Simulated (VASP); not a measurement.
Consider the following.

```xyz
2
Lattice="0.0000 2.3150 2.3150 2.3150 0.0000 2.3150 2.3150 2.3150 0.0000" Properties=species:S:1:pos:R:3 pbc="T T T"
Na     0.0000     0.0000     0.0000
F      2.3150     2.3150     2.3150
```

All values below come from PBEsol GGA, VASP's PBE PAW potentials (set 64) (plane waves; VASP). Numerical set-up: 600 eV cut-off, 10×10×10 Γ-centred mesh, Gaussian smearing of 0.050 eV, potentials Na_pv F.

Stress in GPa, positive for a compressed cell; the cube axes lie along x, y and z, and the ions stay on their sites.

```
strain                                      σxx    σyy    σzz
----------------------------------------  -----  -----  -----
none                                      -0.12  -0.12  -0.12
εxx = -0.5 %, εyy = -0.5 %, εzz = -0.5 %   0.65   0.65   0.65
εxx = -1.0 %, εyy = -1.0 %, εzz = -1.0 %   1.47   1.47   1.47
εyy = -1.5 %                               0.22   1.61   0.22
```

Problem. Fit C11 and C12 to these rows, and predict the stress for εxx = +4.0 %.

Solution. Least squares on Δσ_i = −C11 ε_i − C12 (ε_j + ε_k) over all components shown gives C11 = 115 GPa and C12 = 22 GPa, and so σxx, σyy, σzz = -4.70, -1.00, -1.00 GPa. The run gave -3.30, -0.92, -0.92 GPa; the difference holds the non-linear terms and numerical noise.

Left out are shears, moved atoms, failed runs and, from the fit, strains over 2.5 %.

The compound is NaF in the rock salt structure. The cell was not relaxed at this level.
